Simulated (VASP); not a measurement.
These are PBE GGA, VASP's PBE PAW potentials (set 64) (plane waves; VASP) values and carry that method's errors.

VASP ran on this input.

File POSCAR:
```
BaZrO3
1
    4.1900000000     0.0000000000     0.0000000000
    0.0000000000     4.1900000000     0.0000000000
    0.0000000000     0.0000000000     4.1900000000
Ba Zr O
1 1 3
Direct
  0.0000000000   0.0000000000   0.0000000000
  0.5000000000   0.5000000000   0.5000000000
  0.5000000000   0.0000000000   0.5000000000
  0.0000000000   0.5000000000   0.5000000000
  0.5000000000   0.5000000000   0.0000000000
```

**KPOINTS**
```
Automatic mesh
0
Gamma
8 8 8
0 0 0
```

### INCAR
```
LWAVE = F
ISIF = 2
SYSTEM = BaZrO3
EDIFF = 1E-6
GGA = PE
ISMEAR = -1   ! Fermi-Dirac
ENCUT = 400
LREAL = F   ! projection in real space or not
LCHARG = F
SIGMA = 0.02   ! width (eV)
LMAXMIX = 4
NELM = 100   ! most electronic steps
LASPH = T   ! aspherical one-centre terms
ALGO = Normal
PREC = Accurate
```

POTCAR, in this order: Ba_sv Zr_sv O (PBE.64 set). Program: vasp_std.

Output of the run:

**OSZICAR**
```
       N       E                     dE             d eps       ncg     rms          rms(c)
DAV:   1     0.283366899965E+03    0.28337E+03   -0.19429E+04  1680   0.133E+03
DAV:   2    -0.313664537426E+02   -0.31473E+03   -0.30859E+03  2184   0.356E+02
DAV:   3    -0.488322145761E+02   -0.17466E+02   -0.17451E+02  2832   0.827E+01
DAV:   4    -0.491810374814E+02   -0.34882E+00   -0.34876E+00  2336   0.959E+00
DAV:   5    -0.491870602559E+02   -0.60228E-02   -0.60225E-02  2496   0.102E+00    0.304E+01
DAV:   6    -0.417430715747E+02    0.74440E+01   -0.45576E+01  2088   0.435E+01    0.136E+01
DAV:   7    -0.417559447023E+02   -0.12873E-01   -0.33683E+00  2536   0.102E+01    0.778E+00
DAV:   8    -0.417400368137E+02    0.15908E-01   -0.30765E-01  2184   0.436E+00    0.763E-01
DAV:   9    -0.417379089052E+02    0.21279E-02   -0.62184E-02  2288   0.141E+00    0.435E-01
DAV:  10    -0.417393497540E+02   -0.14408E-02   -0.15848E-02  2200   0.110E+00    0.238E-01
DAV:  11    -0.417389807299E+02    0.36902E-03   -0.22139E-03  2176   0.400E-01    0.361E-02
DAV:  12    -0.417390216606E+02   -0.40931E-04   -0.13912E-04  2096   0.893E-02    0.391E-02
DAV:  13    -0.417390222920E+02   -0.63145E-06   -0.19557E-05  2584   0.334E-02    0.446E-03
DAV:  14    -0.417390221800E+02    0.11202E-06   -0.20015E-06  1624   0.106E-02
   1 F= -.41739022E+02 E0= -.41739022E+02  d E =-.274610E-11
```

OUTCAR:
```
------------------------ aborting loop because EDIFF is reached ----------------------------------------
  FORCE on cell =-STRESS in cart. coord.  units (eV):
  Direction    XX          YY          ZZ          XY          YZ          ZX
  --------------------------------------------------------------------------------------
  Total        0.5336273      0.5336273      0.5336273     -0.0000000     -0.0000000      0.0000000
  in kB       11.6226869     11.6226869     11.6226869     -0.0000000     -0.0000000      0.0000000
  external PRESSURE =      11.6226869 kB  Pullay stress =       0.0000000 kB
  volume of cell :       73.56
      direct lattice vectors                 reciprocal lattice vectors
     4.190000000  0.000000000  0.000000000     0.238663484  0.000000000  0.000000000
     0.000000000  4.190000000  0.000000000     0.000000000  0.238663484  0.000000000
     0.000000000  0.000000000  4.190000000     0.000000000  0.000000000  0.238663484
 POSITION                                       TOTAL-FORCE (eV/Angst)
 -----------------------------------------------------------------------------------
      0.00000      0.00000      0.00000         0.000000      0.000000      0.000000
      2.09500      2.09500      2.09500         0.000000      0.000000      0.000000
      2.09500      0.00000      2.09500         0.000000      0.000000      0.000000
      0.00000      2.09500      2.09500         0.000000      0.000000      0.000000
      2.09500      2.09500      0.00000         0.000000      0.000000      0.000000
 -----------------------------------------------------------------------------------
    total drift:                                0.000000      0.000000      0.000000
  FREE ENERGIE OF THE ION-ELECTRON SYSTEM (eV)
  ---------------------------------------------------
  free  energy   TOTEN  =       -41.7390221800 eV

  energy  without entropy=      -41.7390221800  energy(sigma->0) =      -41.73902218
```
(Selected blocks of OUTCAR.)

**OUTCAR**
```
 val. band max:        3.7873117967   @ k =   0.5000   0.5000   0.5000

 cond. band min:       6.9884087312   @ k =   0.0000   0.0000   0.0000


 Fermi energy:         4.2339409133

 k-point     1 :       0.0000    0.0000    0.0000
  band No.  band energies     occupation
      1     -43.2187      2.00000
      2     -21.5185      2.00000
      3     -21.3823      2.00000
      4     -21.3823      2.00000
      5     -21.3823      2.00000
      6     -12.5843      2.00000
      7     -12.3067      2.00000
      8     -12.3067      2.00000
      9      -6.6537      2.00000
     10      -6.6537      2.00000
     11      -6.6537      2.00000
     12       2.3371      2.00000
     13       2.3371      2.00000
     14       2.3371      2.00000
     15       2.8005      2.00000
     16       2.8005      2.00000
     17       2.8005      2.00000
     18       3.5609      2.00000
     19       3.5609      2.00000
     20       3.5609      2.00000
     21       6.9884      0.00000
     22       6.9884      0.00000
     23       6.9884      0.00000
     24       8.4521      0.00000

 k-point     2 :       0.1250    0.0000    0.0000
  band No.  band energies     occupation
      1     -43.2182      2.00000
      2     -21.5663      2.00000
      3     -21.3813      2.00000
      4     -21.3813      2.00000
      5     -21.3633      2.00000
      6     -12.5789      2.00000
      7     -12.3023      2.00000
      8     -12.2069      2.00000
      9      -6.6437      2.00000
     10      -6.6437      2.00000
     11      -6.6240      2.00000
     12       2.0931      2.00000
     13       2.2862      2.00000
     14       2.2862      2.00000
     15       2.6511      2.00000
     16       2.6511      2.00000
     17       2.6833      2.00000
     18       3.1468      2.00000
     19       3.5070      2.00000
     20       3.5070      2.00000
     21       7.0443      0.00000
     22       7.3476      0.00000
     23       7.3476      0.00000
     24       8.7065      0.00000
...
```

At this cut-off the stress carries a Pulay error, which pulls relaxed volumes low. Unless said otherwise, spin-orbit coupling is left out, though it shifts the bands of the heavy elements here.

The structure is a typed BaZrO3 crystal. The cell was not relaxed at this level.
